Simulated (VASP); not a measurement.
VASP input:

KPOINTS:
```
Automatic mesh
0
Gamma
8 8 8
0 0 0
```

File POSCAR:
```
ZnSe
1
    0.0000000000     2.7649200511     2.7649200511
    2.7649200511     0.0000000000     2.7649200511
    2.7649200511     2.7649200511     0.0000000000
Zn Se
1 1
Direct
  0.0000000000   0.0000000000   0.0000000000
  0.2500000000   0.2500000000   0.2500000000
```

### INCAR
```
ALGO = Normal
BPARAM = 11.95
CPARAM = 0.0093
EDIFF = 1E-7
ENCUT = 520
ISIF = 2
ISMEAR = 0
LASPH = .TRUE.
LCHARG = .FALSE.
LMAXMIX = 4
LMIXTAU = .TRUE.
LREAL = .FALSE.
LUSE_VDW = .TRUE.
LWAVE = .FALSE.
METAGGA = R2SCAN
NELM = 100
PREC = Accurate
SIGMA = 0.05
SYSTEM = ZnSe
```

POTCAR, in this order: Zn Se (PBE.64 set). Program: vasp_std.

Translate this r2SCAN+rVV10 calculation to Ansatz.

One equivalent input (not run):
Ansatz 0.2 input:
```yaml
crystal:
  lattice:
    - [0.0000000, 2.7649201, 2.7649201]
    - [2.7649201, 0.0000000, 2.7649201]
    - [2.7649201, 2.7649201, 0.0000000]
  atoms:
    - { symbol: Zn, position: [0.0000000, 0.0000000, 0.0000000] }
    - { symbol: Se, position: [0.2500000, 0.2500000, 0.2500000] }
kpoints:
  mp_grid: { grid: [8, 8, 8] }
hamiltonian:
  xc: r2scan
  dispersion: rvv10
  pseudopotentials: { kind: paw }
scf:
  occupations: { method: gaussian, width: 0.05 }
  max_iter: 100
output: { forces: true, stress: true, eigenvalues: true }
```
The two are equivalent in intent, not identical: each code has its own PAW files, so the cut-off isn't converted (ENCUT is set for VASP's; basis.ecutwfc is left out, and Ansatz then takes the one that its files recommend); Ansatz stops its SCF on the density residual and VASP on the energy change (EDIFF).

The compound is ZnSe in the zinc blende structure. This cell is one point of a volume scan, at 0.94 of the reference volume.
